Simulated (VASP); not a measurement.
Input:

```
SnSe2
1.0
    1.91784    -3.32180     0.00000
    1.91784     3.32180     0.00000
    0.00000     0.00000     7.69973
Sn Se
1 2
Direct
  0.00000   0.00000   0.00000
  0.33333   0.66667   0.20320
  0.66667   0.33333   0.79680
```

Calculation: RPBE GGA, VASP's PBE PAW potentials (set 64) (plane waves; VASP). Numerical set-up: 520 eV cut-off, 7×7×3 Γ-centred mesh, Gaussian smearing of 0.050 eV, potentials Sn_d Se.

Without a dispersion term in the relaxation, distances and binding between the weakly bound layers, chains or molecules are unreliable, and so is what depends on them.

**Question.** The ions and cell shape at fixed volume are relaxed. Predict the relaxed structure.

**Answer.** 
```
SnSe2
1.0
    1.95125    -3.37966     0.00000
    1.95125     3.37966     0.00000
    0.00000     0.00000     7.43833
Sn Se
1 2
Direct
  0.00000   0.00000   0.00000
  0.33333   0.66667   0.21503
  0.66667   0.33333   0.78497
```
Space group P-3m1 (164), at a tolerance of 0.03 Å.

**Question.** How much energy does the relaxation gain?

**Answer.** The energy (σ→0) changes by -16.3 meV/atom, in 5 ionic steps.

The compound is SnSe2 in the 1T layered structure. This cell is one point of a volume scan, at 0.94 of the reference volume. Symmetry was kept, so distortions that lower it aren't found.
